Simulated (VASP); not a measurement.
Here is a VASP 6.6.1 calculation.

Contents of INCAR:

```
ALGO = Fast ; EDIFF = 1E-4
EDIFFG = -0.08 ; ENCUT = 520
GGA = PE ; IBRION = 2
ISIF = 3 ; ISMEAR = 0
LASPH = True ; LCHARG = False
LREAL = False ; LWAVE = False
NELM = 60 ; NSW = 24
PREC = Normal ; SIGMA = 0.15
```

KPOINTS

```
k-points
0
Gamma
  4 4 4
```

POSCAR

```
Ti2Ge5Ru
1.0
   -2.9559095200      2.9559095200      4.6826659400
    2.9559095200     -2.9559095200      4.6826659400
    2.9559095200      2.9559095200     -4.6826659400
Ti Ge Ru
2 5 1
Direct
    0.5000000000      0.0000000000      0.5000000000
    0.0000000000      0.5000000000      0.5000000000
    0.7489716700      0.7489716700      0.0000000000
    0.2510283300      0.2510283300      0.0000000000
    0.7500000000      0.2500000000      0.5000000000
    0.2500000000      0.7500000000      0.5000000000
    0.5000000000      0.5000000000      0.0000000000
    0.0000000000      0.0000000000      0.0000000000
```

Potentials or basis: VASP PAW PBE potentials, release 64 (Ti_sv, Ge_d, Ru_pv).

The run is started by

```sh
$ cat potpaw_PBE.64/Ti_sv/POTCAR potpaw_PBE.64/Ge_d/POTCAR potpaw_PBE.64/Ru_pv/POTCAR > POTCAR
$ mpirun -np 1 vasp_std > vasp.out
```

Problem. Predict the relaxed volume.

Solution. 18.69 Å³/atom.

Problem. What does it give for the space group after relaxing (to 0.05 Å)?

Solution. I4/mmm (No. 139).

Problem. Estimate the relaxed cell.

Solution. a = 6.597 Å, b = 6.597 Å, c = 6.597 Å, α = 133.28°, β = 133.28°, γ = 68.21°.

Problem. Predict the band gap on the k mesh.

Solution. None (metal or under the smearing width).

Stress tensor (GPa, compression positive):
```
-0.22  0.00  0.00
 0.00 -0.22  0.00
 0.00  0.00 -0.04
```

Caveat: the k mesh is coarse (spacing up to 0.38 Å⁻¹), so the values aren't converged.
